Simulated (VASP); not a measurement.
Input:

```
CELL_PARAMETERS angstrom
      0.00000     2.27458     2.27458
      2.27458     0.00000     2.27458
      2.27458     2.27458     0.00000
ATOMIC_POSITIONS crystal
  Ga 0.00000 0.00000 0.00000
  N  0.25000 0.25000 0.25000
```

Calculation: PW91 GGA, VASP's PBE PAW potentials (set 64) (plane waves; VASP). Numerical set-up: 520 eV cut-off, Gaussian smearing of 0.050 eV, potentials Ga_d N.

**Question.** Give the energies of bands 7 to 11 at the high-symmetry points, in eV from the valence-band maximum.

**Answer.** 
```
band      Γ      X      U      L      W
----  -----  -----  -----  -----  -----
7      0.00  -6.00  -5.75  -6.85  -5.59
8      0.00  -2.60  -4.10  -0.93  -3.56
9      0.00  -2.60  -2.09  -0.93  -3.50
10     1.55   3.36   4.96   4.45   6.17
11    10.12   6.49   7.62   8.58   8.08
```

The gap is direct, 1.55 eV, from the valence maximum at Γ to the conduction minimum at Γ.

The compound is GaN in the zinc blende structure, a metastable form; wurtzite is the usual one. It was relaxed first.
